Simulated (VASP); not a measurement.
Energy against volume of InP (zinc blende). All values below come from revPBE GGA, VASP's PBE PAW potentials (set 64) (plane waves; VASP).

```
V (Å³/atom)  E (eV/atom)
-----------  -----------
25.365          -3.90094
26.174          -3.91575
26.984          -3.92048
27.793          -3.91673
28.603          -3.90584
```

Task: Fit a third-order Birch-Murnaghan equation of state.

Result: 
```
Property                                          Value
---------------------------------------  --------------
volume per atom                          27.01 Å^3/atom
bulk modulus                                   55.6 GPa
pressure derivative of the bulk modulus            4.74
lattice constant a                              6.000 Å
```

Measured: bulk modulus 72.0 GPa at 0 K (computed value off by -22.8 %), as given by Daniel Mejia-Rodriguez et al., Physical Review B (2018), arXiv:1807.09216 [0 K value with the zero-point phonon effect removed]; a 5.858 Å at 0 K (computed value off by +2.4 %), as given by Daniel Mejia-Rodriguez et al., Physical Review B (2018), arXiv:1807.09216 [static lattice: zero-point anharmonic expansion removed].

The compound is InP in the zinc blende structure. It was relaxed first, which changed the volume by +7 %.
